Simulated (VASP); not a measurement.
Level of theory: r2SCAN meta-GGA, VASP's PBE PAW potentials (set 64) (plane waves; VASP 6.6.1).

The input files of a VASP run:

**POSCAR**
```
GdN
1
    0.0000000000     2.5195108601     2.5195108601
    2.5195108601     0.0000000000     2.5195108601
    2.5195108601     2.5195108601     0.0000000000
Gd N
1 1
Direct
  0.0000000000   0.0000000000   0.0000000000
  0.5000000000   0.5000000000   0.5000000000
```

KPOINTS:
```
Automatic mesh
0
Gamma
8 8 8
0 0 0
```

**INCAR**
```
SYSTEM  =  GdN
PREC  =  Accurate; ENCUT  =  600; LREAL  =  .FALSE.
LASPH  =  .TRUE.
EDIFF  =  1E-7; NELM  =  100; ALGO  =  Normal
LMAXMIX  =  6; LMIXTAU  =  .TRUE.
ISMEAR  =  0; SIGMA  =  0.05
METAGGA  =  R2SCAN
ISIF  =  2
LWAVE  =  .FALSE.; LCHARG  =  .FALSE.
```

POTCAR, in this order: Gd_3 N (PBE.64 set). Program: vasp_std.

Output of the run:

### OSZICAR
```
       N       E                     dE             d eps       ncg     rms          rms(c)
DAV:   1     0.175902340780E+02    0.17590E+02   -0.76693E+03   638   0.137E+03
DAV:   2    -0.450315876382E+02   -0.62622E+02   -0.57229E+02   788   0.249E+02
DAV:   3    -0.487228282583E+02   -0.36912E+01   -0.34590E+01   869   0.483E+01
DAV:   4    -0.487837008208E+02   -0.60873E-01   -0.60752E-01   914   0.563E+00
DAV:   5    -0.487844478733E+02   -0.74705E-03   -0.74698E-03   819   0.512E-01    0.274E+01
DAV:   6    -0.432657237983E+02    0.55187E+01   -0.14902E+01   819   0.266E+01    0.221E+01
DAV:   7    -0.434510218029E+02   -0.18530E+00   -0.85549E-01   718   0.833E+00    0.144E+01
DAV:   8    -0.437531771713E+02   -0.30216E+00   -0.47440E-01   686   0.871E+00    0.269E+00
DAV:   9    -0.435366120281E+02    0.21657E+00   -0.27749E-01   653   0.767E+00    0.165E+00
DAV:  10    -0.435586220191E+02   -0.22010E-01   -0.40732E-02   842   0.163E+00    0.267E-01
DAV:  11    -0.435522439316E+02    0.63781E-02   -0.46066E-03   711   0.797E-01    0.769E-02
DAV:  12    -0.435605582384E+02   -0.83143E-02   -0.47491E-03   718   0.825E-01    0.127E-01
DAV:  13    -0.435608163492E+02   -0.25811E-03   -0.56643E-04   755   0.268E-01    0.392E-02
DAV:  14    -0.435608077335E+02    0.86156E-05   -0.32189E-05   789   0.678E-02    0.408E-02
DAV:  15    -0.435608281245E+02   -0.20391E-04   -0.24520E-05   689   0.700E-02    0.257E-02
DAV:  16    -0.435608230307E+02    0.50938E-05   -0.99833E-05   795   0.671E-02    0.101E-02
DAV:  17    -0.435608206550E+02    0.23757E-05   -0.35525E-06   742   0.191E-02    0.764E-03
DAV:  18    -0.435608184812E+02    0.21738E-05   -0.40862E-06   780   0.141E-02    0.561E-03
DAV:  19    -0.435608197491E+02   -0.12679E-05   -0.57181E-07   695   0.975E-03    0.633E-04
DAV:  20    -0.435608196992E+02    0.49987E-07   -0.12746E-08   382   0.172E-03
   1 F= -.43560820E+02 E0= -.43560820E+02  d E =-.334195E-10
```

OUTCAR:
```
------------------------ aborting loop because EDIFF is reached ----------------------------------------
  FORCE on cell =-STRESS in cart. coord.  units (eV):
  Direction    XX          YY          ZZ          XY          YZ          ZX
  --------------------------------------------------------------------------------------
  Total       -1.3642030     -1.3642030     -1.3642030      0.0000000      0.0000000     -0.0000000
  in kB      -68.3299133    -68.3299133    -68.3299133      0.0000000      0.0000000     -0.0000000
  external PRESSURE =     -68.3299133 kB  Pullay stress =       0.0000000 kB
  volume of cell :       31.99
      direct lattice vectors                 reciprocal lattice vectors
     0.000000000  2.519510860  2.519510860    -0.198451218  0.198451218  0.198451218
     2.519510860  0.000000000  2.519510860     0.198451218 -0.198451218  0.198451218
     2.519510860  2.519510860  0.000000000     0.198451218  0.198451218 -0.198451218
 POSITION                                       TOTAL-FORCE (eV/Angst)
 -----------------------------------------------------------------------------------
      0.00000      0.00000      0.00000        -0.000000      0.000000     -0.000000
      2.51951      2.51951      2.51951         0.000000     -0.000000      0.000000
 -----------------------------------------------------------------------------------
    total drift:                                0.000000      0.000000      0.000000
  FREE ENERGIE OF THE ION-ELECTRON SYSTEM (eV)
  ---------------------------------------------------
  free  energy   TOTEN  =       -43.5608196992 eV

  energy  without entropy=      -43.5608196991  energy(sigma->0) =      -43.56081970
```
(Selected blocks of OUTCAR.)

The 4f electrons are frozen in the core of the lanthanide potential, so 4f levels, which can set the real gap, and their magnetism are missing.

The compound is GdN in the rock salt structure. This cell was strained or had an atom moved on purpose.
